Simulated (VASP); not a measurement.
Output of a VASP run:

### OSZICAR
```
       N       E                     dE             d eps       ncg     rms          rms(c)
DAV:   1     0.477190109751E+03    0.47719E+03   -0.22362E+04  1440   0.225E+03
DAV:   2     0.351148026153E+02   -0.44208E+03   -0.43433E+03  1536   0.530E+02
DAV:   3    -0.249009516241E+02   -0.60016E+02   -0.58109E+02  2024   0.201E+02
DAV:   4    -0.269140112138E+02   -0.20131E+01   -0.20119E+01  1568   0.411E+01
DAV:   5    -0.269860672959E+02   -0.72056E-01   -0.72048E-01  2104   0.743E+00    0.114E+01
DAV:   6    -0.231035361856E+02    0.38825E+01   -0.31383E+01  2272   0.440E+01    0.526E+00
DAV:   7    -0.229216006057E+02    0.18194E+00   -0.29869E+00  1880   0.132E+01    0.248E+00
DAV:   8    -0.229137848918E+02    0.78157E-02   -0.86263E-01  1992   0.668E+00    0.135E+00
DAV:   9    -0.228777175456E+02    0.36067E-01   -0.19363E-01  2264   0.382E+00    0.261E-01
DAV:  10    -0.228795546106E+02   -0.18371E-02   -0.18547E-02  1560   0.826E-01    0.584E-02
DAV:  11    -0.228796203906E+02   -0.65780E-04   -0.18143E-03  2536   0.334E-01    0.797E-02
DAV:  12    -0.228795474349E+02    0.72956E-04   -0.22493E-04  2112   0.171E-01    0.429E-02
DAV:  13    -0.228795312242E+02    0.16211E-04   -0.22346E-04  2280   0.129E-01    0.122E-02
DAV:  14    -0.228795291151E+02    0.21092E-05   -0.36615E-05  2104   0.680E-02    0.364E-03
DAV:  15    -0.228795286146E+02    0.50047E-06   -0.36370E-06  1472   0.247E-02
   1 F= -.22879529E+02 E0= -.22879529E+02  d E =-.228795E+02
```

File OUTCAR:
```
------------------------ aborting loop because EDIFF is reached ----------------------------------------
  FORCE on cell =-STRESS in cart. coord.  units (eV):
  Direction    XX          YY          ZZ          XY          YZ          ZX
  --------------------------------------------------------------------------------------
  Total       -0.0183675     -0.0183675     -0.0077618      0.0000000     -0.0000000      0.0000000
  in kB       -0.3674041     -0.3674041     -0.1552586      0.0000000     -0.0000000      0.0000000
  external PRESSURE =      -0.2966890 kB  Pullay stress =       0.0000000 kB
  volume of cell :       80.10
      direct lattice vectors                 reciprocal lattice vectors
     3.989720946  0.000000000  0.000000000     0.250644096  0.000000000  0.000000000
     0.000000000  3.989720946  0.000000000     0.000000000  0.250644096  0.000000000
     0.000000000  0.000000000  5.031903018     0.000000000  0.000000000  0.198731970
 POSITION                                       TOTAL-FORCE (eV/Angst)
 -----------------------------------------------------------------------------------
      1.99486      0.00000      3.84587         0.000000      0.000000      0.016565
      0.00000      1.99486      1.18603        -0.000000      0.000000     -0.016565
      1.99486      1.99486      0.00000         0.000000      0.000000      0.000000
      0.00000      0.00000      0.00000         0.000000     -0.000000      0.000000
 -----------------------------------------------------------------------------------
    total drift:                                0.000000     -0.000000      0.000000
  FREE ENERGIE OF THE ION-ELECTRON SYSTEM (eV)
  ---------------------------------------------------
  free  energy   TOTEN  =       -22.8795286146 eV

  energy  without entropy=      -22.8795286146  energy(sigma->0) =      -22.87952861

 reached required accuracy - stopping structural energy minimisation
```
(Selected blocks of OUTCAR.)

**POSCAR**
```
PbO
1
    3.9897209458     0.0000000000     0.0000000000
    0.0000000000     3.9897209458     0.0000000000
    0.0000000000     0.0000000000     5.0319030177
Pb O
2 2
Direct
  0.5000000000   0.0000000000   0.7642971501
  0.0000000000   0.5000000000   0.2357028499
  0.5000000000   0.5000000000   0.0000000000
  0.0000000000   0.0000000000   0.0000000000
```

Problem. Write an INCAR and KPOINTS that could have produced this output.

Solution. Several could match; the one computed here: the input of the run itself, PBEsol GGA, plane waves, VASP's PBE PAW potentials (set 64).

INCAR:
```
SYSTEM = PbO
PREC = Accurate; ENCUT = 620; LREAL = F
LASPH = T
EDIFF = 1E-6; NELM = 100; ALGO = Normal
LMAXMIX = 4
ISMEAR = 0; SIGMA = 0.05
GGA = PS
IBRION = 2; NSW = 40; ISIF = 3
EDIFFG = -0.02
LWAVE = F; LCHARG = F
```

File KPOINTS:
```
Automatic mesh
0
Gamma
6 6 5
0 0 0
```

POTCAR, in this order: Pb_d O (PBE.64 set). Program: vasp_std.

Without a dispersion term in the relaxation, distances and binding between the weakly bound layers, chains or molecules are unreliable, and so is what depends on them.

The compound is PbO in the litharge structure. It was relaxed first.
